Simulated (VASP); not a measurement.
A run of VASP 6.6.1:

File INCAR:

```
PREC = Accurate ; ENCUT = 520
EDIFF = 1E-7 ; ISMEAR = 1
SIGMA = 0.1 ; LREAL = F
LASPH = T ; NELM = 100
ALGO = Normal ; ISIF = 2
LWAVE = F ; LCHARG = T
METAGGA = R2SCAN ; LMIXTAU = T
LUSE_VDW = T ; IVDW_NL = 2
BPARAM = 11.95 ; CPARAM = 0.0093
LVHAR = T
```

Contents of KPOINTS:

```
regular mesh
0
Gamma
  16 16 8
```

File POSCAR:

```
Hf                                      
1.0
    3.1856605891      0.0000000000     -0.0000000000
   -1.5928302945      2.7588629980      0.0000000000
    0.0000000000     -0.0000000000      5.0235660558
  Hf            
     2
Direct
     0.3333333300000021    0.6666666699999979    0.2500000000000000
     0.6666666699999979    0.3333333300000021    0.7500000000000000
```

Potentials or basis: VASP PAW PBE potentials, release 64 (Hf_pv).

Launch:

```bash
$ cat potpaw_PBE.64/Hf_pv/POTCAR > POTCAR
$ mpirun -np 1 vasp_std > vasp.out
```

Hardware: 1 thread of Intel(R) Xeon(R) Platinum 8488C (Sapphire Rapids), with other jobs on the host.

Question: How long does it take, and how much memory?

Answer: It took 4.7 min on 1 thread of Intel(R) Xeon(R) Platinum 8488C (Sapphire Rapids), on a shared host, peak memory 0.33 GiB. Counts: scf iterations 27, k points 150.
